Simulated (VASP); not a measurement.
```yaml
crystal:
  lattice:
    - [1.35459, -2.34621, 0.00000]
    - [1.35459, 2.34621, 0.00000]
    - [0.00000, 0.00000, 4.33218]
  atoms:
    - { symbol: Tc, position: [0.33333, 0.66667, 0.25000] }
    - { symbol: Tc, position: [0.66667, 0.33333, 0.75000] }
```

Level of theory: LDA (Ceperley-Alder, Perdew-Zunger), VASP's LDA PAW potentials (set 64) (plane waves; VASP). Numerical set-up: 520 eV cut-off, 17×17×10 Γ-centred mesh, tetrahedra with Blöchl corrections, potentials Tc_pv.

Q: What does the run give for the energy per atom (σ→0), band gap (on the k-mesh) with the smallest direct gap where there is one?

A: 
The band gap (on the k-mesh) is none (metal, semimetal or under 0.01 eV) and the energy per atom (σ→0) is -11.736 eV/atom.

The absolute energy has meaning only against runs of the same code, potentials and settings.

The compound is Tc in the hcp structure. It was relaxed first.
